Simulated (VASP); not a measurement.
A convergence study with VASP on CoSi2 (fluorite): one setting is varied, all else stays as given below, so the limit is that of these other settings. The cell's lengths are 1 % over those of the tabulated start and one atom is moved, so it is off equilibrium.

```yaml
crystal:
  lattice:
    - [0.00000, 2.70680, 2.70680]
    - [2.70680, 0.00000, 2.70680]
    - [2.70680, 2.70680, 0.00000]
  atoms:
    - { symbol: Co, position: [0.00000, 0.00000, 0.00000] }
    - { symbol: Si, position: [0.25000, 0.25000, 0.25000] }
    - { symbol: Si, position: [0.73881, 0.76119, 0.76119] }
```

These are PBEsol GGA, VASP's PBE PAW potentials (set 64) (plane waves; VASP) values and carry that method's errors. The tightest run used: 1000 eV cut-off, 11×11×11 Γ-centred mesh, first-order Methfessel-Paxton smearing of 0.10 eV, potentials Co Si.

```
setting      E (eV/atom)  pressure (GPa)  largest force (eV/Å)  plane waves
-----------  -----------  --------------  --------------------  -----------
ENCUT = 150      -5.4869         -180.54                 0.525          171
ENCUT = 200      -6.8291          -38.20                 0.446          268
ENCUT = 250      -6.9492          -12.76                 0.453          365
```

These are the cheaper rows. Estimate the results at ENCUT = 1000, and how far the last row shown lies from them.

| quantity | tightest run | last row shown is off by |
|---|---|---|
| E (eV/atom) | -6.9669 | 0.0177 |
| pressure (GPa) | -9.49 | -3.27 |
| largest force (eV/Å) | 0.461 | -0.008 |

Left out are rungs that failed or repeat a setting and relaxations that didn't move; long series are thinned to 24 rows.

The compound is CoSi2 in the fluorite structure. The cell was not relaxed at this level, it is distorted from the ideal structure. The run is not spin-polarised, so no magnetic state was tried. The electron count is odd and the run is not spin-polarised, which forces a metal.
